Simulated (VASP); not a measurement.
# ZnGaP (P-6m2) in VASP: further runs, part 2 of 2

VASP 6.6.1.

### 3 Single point, HSE(alpha, omega)

The input, POSCAR:

```
ZnGaP
1.0
    4.0159400000      0.0000000000      0.0000000000
   -2.0079700000      3.4779100000      0.0000000000
    0.0000000000      0.0000000000      4.4042000000
Zn Ga P
1 1 1
Direct
    0.0000000000      0.0000000000      0.5000000000
    0.6666700000      0.3333300000      0.0000000000
    0.3333300000      0.6666700000      0.5000000000
```

The input, INCAR.step1:

```
  PREC = Accurate
  ENCUT = 520
  EDIFF = 1E-5
  ISMEAR = -1
  SIGMA = 0.05
  LREAL = F
  LASPH = T
  NELM = 100
  ALGO = Normal
  ISIF = 2
  LWAVE = T
  LCHARG = F
  GGA = PE
```

The input, INCAR.step2:

```
  PREC = Accurate
  ENCUT = 520
  EDIFF = 1E-6
  ISMEAR = -1
  SIGMA = 0.05
  LREAL = F
  LASPH = T
  NELM = 100
  ALGO = Normal
  ISIF = 2
  LWAVE = F
  LCHARG = F
  GGA = PE
  LHFCALC = T
  HFSCREEN = 0.2
  AEXX = 0.05
  PRECFOCK = Fast
  ISTART = 1
```

The input, KPOINTS:

```
Automatic mesh
0
Gamma
  4 4 3
```

Potentials or basis: VASP PAW PBE potentials, release 64 (Zn, Ga_d, P).

Command:

```sh
$ cat potpaw_PBE.64/Zn/POTCAR potpaw_PBE.64/Ga_d/POTCAR potpaw_PBE.64/P/POTCAR > POTCAR
$ cp INCAR.step1 INCAR
$ mpirun -np 1 vasp_std > vasp.out
$ cp INCAR.step2 INCAR
$ mpirun -np 1 vasp_std > vasp.out
```

OUTCAR:

```text
PREC = Accurate
   ENCUT = 520
   EDIFF = 1E-6
   ISMEAR = -1
   LREAL = F
   LASPH = T
   NELM = 100
   ISIF = 2
   GGA = PE
   LHFCALC = T
   HFSCREEN = 0.2
   AEXX = 0.05
   PRECFOCK = Fast
   ISTART = 1

 ion  position               nearest neighbor table
   1  0.000  0.000  0.500-   3 2.32   3 2.32   3 2.32
   2  0.667  0.333  0.000-
   3  0.333  0.667  0.500-   1 2.32   1 2.32   1 2.32

  LATTYP: Found a hexagonal cell.
 ALAT       =     4.0159400000
 C/A-ratio  =     1.0966797313

  Lattice vectors:

 A1 = (   4.0159400000,   0.0000000000,   0.0000000000)
 A2 = (  -2.0079700000,   3.4779100000,   0.0000000000)
 A3 = (   0.0000000000,   0.0000000000,   4.4042000000)

Analysis of symmetry for initial positions (statically):
=====================================================================
 Subroutine PRICEL returns:
 Original cell was already a primitive cell.

 Routine SETGRP: Setting up the symmetry group for a
 hexagonal supercell.

 Subroutine GETGRP returns: Found  4 space group operations
 (whereof  4 operations were pure point group operations)
 out of a pool of 24 trial point group operations.

The static configuration has the point symmetry C_2v.

Analysis of symmetry for dynamics (positions and initial velocities):
=====================================================================
 Subroutine PRICEL returns:
 Original cell was already a primitive cell.

 Routine SETGRP: Setting up the symmetry group for a
 hexagonal supercell.

 Subroutine GETGRP returns: Found  4 space group operations
 (whereof  4 operations were pure point group operations)
 out of a pool of 24 trial point group operations.

The dynamic configuration has the point symmetry C_2v.

 Subroutine INISYM returns: Found  4 space group operations
 (whereof  4 operations are pure point group operations),
 and found     1 'primitive' translations

----------------------------------------------------------------------------------------

                                     Primitive cell

  volume of cell :      61.5138

  direct lattice vectors                    reciprocal lattice vectors
     4.015940000  0.000000000  0.000000000     0.249007704  0.143764502  0.000000000
    -2.007970000  3.477910000  0.000000000     0.000000000  0.287529004  0.000000000
     0.000000000  0.000000000  4.404200000     0.000000000  0.000000000  0.227055992

  length of vectors
     4.015940000  4.015943412  4.404200000     0.287529249  0.287529004  0.227055992

  position of ions in fractional coordinates (direct lattice)
     0.000000000  0.000000000  0.500000000
     0.666670000  0.333330000  0.000000000
     0.333330000  0.666670000  0.500000000

  ion indices of the primitive-cell ions
   primitive index   ion index
[... 32 lines left out ...]
  0.000000  0.000000  0.000000      1.000000
  0.250000  0.000000  0.000000      4.000000
 -0.250000  0.250000  0.000000      2.000000
  0.500000  0.000000  0.000000      2.000000
  0.500000  0.500000  0.000000      1.000000
  0.250000  0.250000  0.000000      2.000000
 -0.250000  0.500000  0.000000      4.000000
  0.000000  0.000000  0.333333      2.000000
  0.250000  0.000000  0.333333      8.000000
 -0.250000  0.250000  0.333333      4.000000
  0.500000  0.000000  0.333333      4.000000
  0.500000  0.500000  0.333333      2.000000
  0.250000  0.250000  0.333333      4.000000
 -0.250000  0.500000  0.333333      8.000000
   k-points           NKPTS =     14   k-points in BZ     NKDIM =     48   number of bands    NBANDS=     19
   number of dos      NEDOS =    301   number of ions     NIONS =      3
   total plane-waves  NPLWV =  32400
   dimension x,y,z NGX =    30 NGY =   30 NGZ =   36
   dimension x,y,z NGXF=    60 NGYF=   60 NGZF=   72
   ions per type =               1   1   1
   NGX,Y,Z   is equivalent  to a cutoff of  12.42, 12.42, 13.59 a.u.
   NGXF,Y,Z  is equivalent  to a cutoff of  24.84, 24.84, 27.18 a.u.
 SYSTEM =  unknown system
   PREC   = accura    normal or accurate (medium, high low for compatibility)
   ISTART =      1    job   : 0-new  1-cont  2-samecut
   ICHARG =      0    charge: 1-file 2-atom 10-const
   ISPIN  =      1    spin polarized calculation?
   LNONCOLLINEAR =      F non collinear calculations
   LSORBIT =      F    spin-orbit coupling
   LASPH  =      T    aspherical Exc in radial PAW
   ENCUT  =  520.0 eV  38.22 Ry    6.18 a.u.   7.47  7.47  8.19*2*pi/ulx,y,z
   NELM   =    100;   NELMIN=  2; NELMDL=  0     # of ELM steps
   EDIFF  = 0.1E-05   stopping-criterion for ELM
   LREAL  =      F    real-space projection
   EDIFFG = 0.1E-04   stopping-criterion for IOM
   NSW    =      0    number of steps for IOM
   IBRION =     -1    ionic relax: 0-MD 1-quasi-New 2-CG
   NFREE  =      0    steps in history (QN), initial steepest desc. (CG)
   ISIF   =      2    stress and relaxation
   ISYM   =      3    0-nonsym 1-usesym 2-fastsym
   POTIM  = 0.5000    time-step for ionic-motion
   TEBEG  =    0.0;   TEEND  =   0.0 temperature during run
   PSTRESS=    0.0 pullay stress
   NELECT =      30.0000    total number of electrons
   NUPDOWN=      -1.0000    fix difference up-down
   EMIN   =  10.00;   EMAX   =-10.00  energy-range for DOS
   EFERMI =   0.00;   METHOD = LEGACY
   ISMEAR =    -1;   SIGMA  =   0.05  broadening in eV -4-tet -1-fermi 0-gaus
   EFERMI_NEDOS =   21; number of points for ismear=-14 and -15
   IALGO  =     38    algorithm
   IMIX   =      1    mixing-type and parameters
     AMIX     =   0.40;   BMIX     =  1.00
     AMIX_MAG =   1.60;   BMIX_MAG =  1.00
  volume/ion in A,a.u.               =      20.50       138.37
  Fermi-wavevector in a.u.,A,eV,Ry     =   1.288619  2.435136 22.592989  1.660538
  Thomas-Fermi vector in A             =   2.420561
   LORBIT       =      0    0 simple, 1 ext, 2 COOP (PROOUT), +10 PAW based schemes
   GGA     = PE    functional components
   LHFCALC =     T    Hartree Fock is set to
   PRECFOCK=fast      Normal, Fast or Accurate (Low or Medium for compatibility)
   ENCUT4O =  -1.0   cutoff for four orbital integrals eV
   NKREDX  =     1    reduce k-point grid by
   NKREDY  =     1    reduce k-point grid by
   NKREDZ  =     1    reduce k-point grid by
   AEXX    =    0.0500 exact exchange contribution
   HFSCREEN=    0.2000 screening length (either q_TF or 0.3 A-1)
   HFSCREENC=   0.2000 screening length for correlation (either q_TF or 0.3 A-1)
   ENCUTFOCK=  -1.0 apply spherical cutoff to Coloumb kernel
   IVDW    =     0    specifies the selected vdW correction
   LEPSILON=     F    determine dielectric tensor
   LRPA    =     F    only Hartree local field effects (RPA)
 non-spin polarized calculation
  energy-cutoff  :      520.00
  volume of cell :       61.51
 maximum number of plane-waves:      1678
 NGX is ok and might be reduce to    30
  NGX = 16; NGY = 16; NGZ = 18

 number of electron      29.9999990 magnetization

 Free energy of the ion-electron system (eV)
  ---------------------------------------------------
  ext. energy  EPLUGINS =         0.00000000
  ---------------------------------------------------
  free energy    TOTEN  =        -9.37505863 eV

  energy without entropy =       -9.36622897  energy(sigma->0) =       -9.37064380

 E-fermi :   3.7423     XC(G=0):  -9.6335

 val. band max:        3.7202307997   @ k =   0.0000   0.0000   0.3333
 cond. band min:       3.8753139107   @ k =  -0.2500   0.5000   0.3333
 fundamental gap:      0.1550831111
 Fermi energy:         3.7422675175

 k-point     1 :       0.0000    0.0000    0.0000
  band No.  band energies     occupation
      1     -11.5550      2.00000
      2     -11.5494      2.00000
      3     -11.5494      2.00000
      4     -11.5401      2.00000
      5     -11.5401      2.00000
      6      -8.3727      2.00000
[... 285 lines left out ...]
      6      -6.8472      2.00000
[... 11 lines left out ...]
     18       8.0231      0.00000
     19       9.2601      0.00000

------------------------ aborting loop because EDIFF is reached ----------------------------------------

  FORCE on cell =-STRESS in cart. coord.  units (eV):
  Direction    XX          YY          ZZ          XY          YZ          ZX
  --------------------------------------------------------------------------------------
  -------------------------------------------------------------------------------------
  Total        0.6541613      0.6526437      0.2081737     -0.0013155      0.0000000      0.0000000
  in kB       17.0381647     16.9986397      5.4220536     -0.0342630      0.0000000      0.0000000
  external PRESSURE =      13.1529526 kB  Pullay stress =       0.0000000 kB

 VOLUME and BASIS-vectors are now :
 -----------------------------------------------------------------------------
  energy-cutoff  :      520.00
  volume of cell :       61.51
      direct lattice vectors                 reciprocal lattice vectors
     4.015940000  0.000000000  0.000000000     0.249007704  0.143764502  0.000000000
    -2.007970000  3.477910000  0.000000000     0.000000000  0.287529004  0.000000000
     0.000000000  0.000000000  4.404200000     0.000000000  0.000000000  0.227055992

 POSITION                                       TOTAL-FORCE (eV/Angst)
 -----------------------------------------------------------------------------------
      0.00000      0.00000      2.20210        -0.000160      0.000092      0.000000
      2.00799      1.15929      0.00000         0.000003     -0.000002      0.000000
     -0.00002      2.31862      2.20210         0.000157     -0.000091      0.000000
 -----------------------------------------------------------------------------------
    total drift:                                0.000033      0.000036      0.000003

  FREE ENERGIE OF THE ION-ELECTRON SYSTEM (eV)
  ---------------------------------------------------
  free  energy   TOTEN  =        -9.3750586329 eV

  energy  without entropy=       -9.3662289717  energy(sigma->0) =       -9.37064380
```

Run time: 6.5 min. Hardware: 1 thread of AMD EPYC 7R13 (Zen 3), shared host; peak memory 0.27 GiB.

What came out:

- Free energy: -9.3751 eV
- Pressure: 1.3 GPa
- Band gap on the k mesh: 0.16 eV, indirect (least direct gap 1.83 eV)

Stress tensor (GPa, compression positive):
```
1.70 0.00 0.00
0.00 1.70 0.00
0.00 0.00 0.54
```

Levels at points of the mesh, in eV from the valence-band top:
```
           k point  band 13  band 14  band 15  band 16  band 17  band 18
(0.00, 0.00, 0.00)    -2.98    -0.63    -0.63     2.23     2.63     2.63
(0.50, 0.00, 0.00)    -2.65    -2.60    -0.79     1.39     1.65     2.84
(0.50, 0.50, 0.00)    -2.65    -2.60    -0.79     1.39     1.65     2.84
```

Caveat: the k mesh is coarse (spacing up to 0.48 Å⁻¹), so the values aren't converged, least of all with exact exchange; the PAW data sets were made with another functional, which shifts forces and pressure a little; an odd mesh through Γ misses points on the zone boundary, where band edges often lie.

### 4 Single point, HSE(alpha, omega)

POSCAR is that of step 3.

INCAR.step1 is that of step 3.

Edit INCAR.step2 of step 3 so:

```diff
@@ -15,3 +15,3 @@
   HFSCREEN = 0.2
-  AEXX = 0.05
+  AEXX = 0.1
   PRECFOCK = Fast
```

KPOINTS is that of step 3.

Potentials or basis: VASP PAW PBE potentials, release 64 (Zn, Ga_d, P).

Command:

```sh
$ cat potpaw_PBE.64/Zn/POTCAR potpaw_PBE.64/Ga_d/POTCAR potpaw_PBE.64/P/POTCAR > POTCAR
$ cp INCAR.step1 INCAR
$ mpirun -np 1 vasp_std > vasp.out
$ cp INCAR.step2 INCAR
$ mpirun -np 1 vasp_std > vasp.out
```

OUTCAR:

```text
PREC = Accurate
   ENCUT = 520
   EDIFF = 1E-6
   ISMEAR = -1
   LREAL = F
   LASPH = T
   NELM = 100
   ISIF = 2
   GGA = PE
   LHFCALC = T
   HFSCREEN = 0.2
   AEXX = 0.1
   PRECFOCK = Fast
   ISTART = 1

 ion  position               nearest neighbor table
   1  0.000  0.000  0.500-   3 2.32   3 2.32   3 2.32
   2  0.667  0.333  0.000-
   3  0.333  0.667  0.500-   1 2.32   1 2.32   1 2.32

  LATTYP: Found a hexagonal cell.
 ALAT       =     4.0159400000
 C/A-ratio  =     1.0966797313

  Lattice vectors:

 A1 = (   4.0159400000,   0.0000000000,   0.0000000000)
 A2 = (  -2.0079700000,   3.4779100000,   0.0000000000)
 A3 = (   0.0000000000,   0.0000000000,   4.4042000000)

Analysis of symmetry for initial positions (statically):
=====================================================================
 Subroutine PRICEL returns:
 Original cell was already a primitive cell.

 Routine SETGRP: Setting up the symmetry group for a
 hexagonal supercell.

 Subroutine GETGRP returns: Found  4 space group operations
 (whereof  4 operations were pure point group operations)
 out of a pool of 24 trial point group operations.

The static configuration has the point symmetry C_2v.

Analysis of symmetry for dynamics (positions and initial velocities):
=====================================================================
 Subroutine PRICEL returns:
 Original cell was already a primitive cell.

 Routine SETGRP: Setting up the symmetry group for a
 hexagonal supercell.

 Subroutine GETGRP returns: Found  4 space group operations
 (whereof  4 operations were pure point group operations)
 out of a pool of 24 trial point group operations.

[... 112 lines left out ...]
  volume/ion in A,a.u.               =      20.50       138.37
  Fermi-wavevector in a.u.,A,eV,Ry     =   1.288619  2.435136 22.592989  1.660538
  Thomas-Fermi vector in A             =   2.420561
   LORBIT       =      0    0 simple, 1 ext, 2 COOP (PROOUT), +10 PAW based schemes
   GGA     = PE    functional components
   LHFCALC =     T    Hartree Fock is set to
   PRECFOCK=fast      Normal, Fast or Accurate (Low or Medium for compatibility)
   ENCUT4O =  -1.0   cutoff for four orbital integrals eV
   NKREDX  =     1    reduce k-point grid by
   NKREDY  =     1    reduce k-point grid by
   NKREDZ  =     1    reduce k-point grid by
   AEXX    =    0.1000 exact exchange contribution
   HFSCREEN=    0.2000 screening length (either q_TF or 0.3 A-1)
   HFSCREENC=   0.2000 screening length for correlation (either q_TF or 0.3 A-1)
   ENCUTFOCK=  -1.0 apply spherical cutoff to Coloumb kernel
   IVDW    =     0    specifies the selected vdW correction
   LEPSILON=     F    determine dielectric tensor
   LRPA    =     F    only Hartree local field effects (RPA)
 non-spin polarized calculation
  energy-cutoff  :      520.00
  volume of cell :       61.51
 maximum number of plane-waves:      1678
 NGX is ok and might be reduce to    30
  NGX = 16; NGY = 16; NGZ = 18

 number of electron      29.9999990 magnetization

 Free energy of the ion-electron system (eV)
  ---------------------------------------------------
  ext. energy  EPLUGINS =         0.00000000
  ---------------------------------------------------
  free energy    TOTEN  =        -9.68364176 eV

  energy without entropy =       -9.67510809  energy(sigma->0) =       -9.67937492

 E-fermi :   3.7540     XC(G=0):  -9.2880

 val. band max:        3.7273432452   @ k =   0.0000   0.0000   0.3333
 cond. band min:       3.8901387464   @ k =  -0.2500   0.5000   0.3333
 fundamental gap:      0.1627955012
 Fermi energy:         3.7540138476

 k-point     1 :       0.0000    0.0000    0.0000
  band No.  band energies     occupation
      1     -12.1496      2.00000
      2     -12.1448      2.00000
      3     -12.1448      2.00000
      4     -12.1364      2.00000
      5     -12.1364      2.00000
      6      -8.6984      2.00000
[... 285 lines left out ...]
      6      -7.1576      2.00000
[... 11 lines left out ...]
     18       8.1367      0.00000
     19       9.4013      0.00000

------------------------ aborting loop because EDIFF is reached ----------------------------------------

  FORCE on cell =-STRESS in cart. coord.  units (eV):
  Direction    XX          YY          ZZ          XY          YZ          ZX
  --------------------------------------------------------------------------------------
  -------------------------------------------------------------------------------------
  Total        0.6158082      0.6130526      0.2271618     -0.0023876      0.0000000      0.0000000
  in kB       16.0392285     15.9674566      5.9166138     -0.0621877      0.0000000      0.0000000
  external PRESSURE =      12.6410996 kB  Pullay stress =       0.0000000 kB

 VOLUME and BASIS-vectors are now :
 -----------------------------------------------------------------------------
  energy-cutoff  :      520.00
  volume of cell :       61.51
      direct lattice vectors                 reciprocal lattice vectors
     4.015940000  0.000000000  0.000000000     0.249007704  0.143764502  0.000000000
    -2.007970000  3.477910000  0.000000000     0.000000000  0.287529004  0.000000000
     0.000000000  0.000000000  4.404200000     0.000000000  0.000000000  0.227055992

 POSITION                                       TOTAL-FORCE (eV/Angst)
 -----------------------------------------------------------------------------------
      0.00000      0.00000      2.20210        -0.000157      0.000091      0.000000
      2.00799      1.15929      0.00000         0.000002     -0.000001      0.000000
     -0.00002      2.31862      2.20210         0.000155     -0.000090      0.000000
 -----------------------------------------------------------------------------------
    total drift:                                0.000029      0.000033      0.000004

  FREE ENERGIE OF THE ION-ELECTRON SYSTEM (eV)
  ---------------------------------------------------
  free  energy   TOTEN  =        -9.6836417604 eV

  energy  without entropy=       -9.6751080892  energy(sigma->0) =       -9.67937492
```

OSZICAR.step1:

```text
N       E                     dE             d eps       ncg     rms          rms(c)
DAV:   1     0.161462798876E+03    0.16146E+03   -0.15009E+04   532   0.227E+03
DAV:   2     0.559672662093E+01   -0.15587E+03   -0.15193E+03   549   0.406E+02
DAV:   3    -0.928504048517E+01   -0.14882E+02   -0.14375E+02   611   0.114E+02
DAV:   4    -0.972379473912E+01   -0.43875E+00   -0.43758E+00   622   0.186E+01
DAV:   5    -0.973400739656E+01   -0.10213E-01   -0.10207E-01   625   0.255E+00    0.584E+00
DAV:   6    -0.908563336204E+01    0.64837E+00   -0.21047E+00   729   0.326E+01    0.432E+00
DAV:   7    -0.908376527109E+01    0.18681E-02   -0.60385E-01   616   0.722E+00    0.189E+00
DAV:   8    -0.907909164316E+01    0.46736E-02   -0.26720E-02   562   0.147E+00    0.839E-01
DAV:   9    -0.907825142146E+01    0.84022E-03   -0.44895E-03   619   0.586E-01    0.195E-01
DAV:  10    -0.907824503396E+01    0.63875E-05   -0.11365E-03   776   0.535E-01    0.819E-02
DAV:  11    -0.907824705788E+01   -0.20239E-05   -0.29505E-04   641   0.198E-01    0.290E-02
DAV:  12    -0.907824731326E+01   -0.25538E-06   -0.22199E-05   538   0.363E-02
   1 F= -.90782473E+01 E0= -.90737182E+01  d E =-.905832E-02
```

It took 7.7 min on 1 thread of AMD EPYC 7R13 (Zen 3), shared host; peak memory 0.27 GiB.

Results:

```yaml
Free_energy: -9.6836 eV
Pressure: 1.3 GPa
Band_gap_on_the_k_mesh: 0.16 eV, indirect (least direct gap 1.92 eV)
```

Stress tensor (GPa, compression positive):
```
 1.60 -0.01  0.00
-0.01  1.60  0.00
 0.00  0.00  0.59
```

Levels at points of the mesh, in eV from the valence-band top:
```
           k point  band 13  band 14  band 15  band 16  band 17  band 18
(0.00, 0.00, 0.00)    -3.10    -0.74    -0.74     2.34     2.69     2.69
(0.50, 0.00, 0.00)    -2.78    -2.68    -0.87     1.42     1.69     2.90
(0.50, 0.50, 0.00)    -2.78    -2.68    -0.87     1.42     1.69     2.90
```

Caveat: the k mesh is coarse (spacing up to 0.48 Å⁻¹), so the values aren't converged, least of all with exact exchange; the PAW data sets were made with another functional, which shifts forces and pressure a little; an odd mesh through Γ misses points on the zone boundary, where band edges often lie.

### 5 The runs side by side

| task | level | cell | k mesh | smearing | share of exact exchange | grid for exact exchange (PRECFOCK) | mesh quality | gap on the mesh (eV) | pressure (GPa) |
| --- | --- | --- | --- | --- | --- | --- | --- | --- | --- |
| relaxation of the atoms | RPBE | atoms relaxed | 8 × 8 × 6 | gaussian 0.05 eV | - | - | not flagged | none | 2.0 |
| single point | HSE(alpha, omega) | as given | 4 × 4 × 3 | fermi-dirac 0.05 eV | 0.05 | Fast | coarse | 0.16 | 1.3 |
| single point | HSE(alpha, omega) | as given | 4 × 4 × 3 | fermi-dirac 0.05 eV | 0.1 | Fast | coarse | 0.16 | 1.3 |

Alike in all rows: potentials or basis VASP PAW PBE potentials, release 64 (Zn, Ga_d, P); no spin polarisation; cutoff (eV) 520.

Caveats: some runs use coarse meshes; the PAW data sets were made with another functional, which shifts forces and pressure a little; an odd mesh through Γ misses points on the zone boundary, where band edges often lie (some runs); the relaxation stopped at its first step, so nothing moved (some runs).

Absolute energies hang on the potentials; compare differences alone.
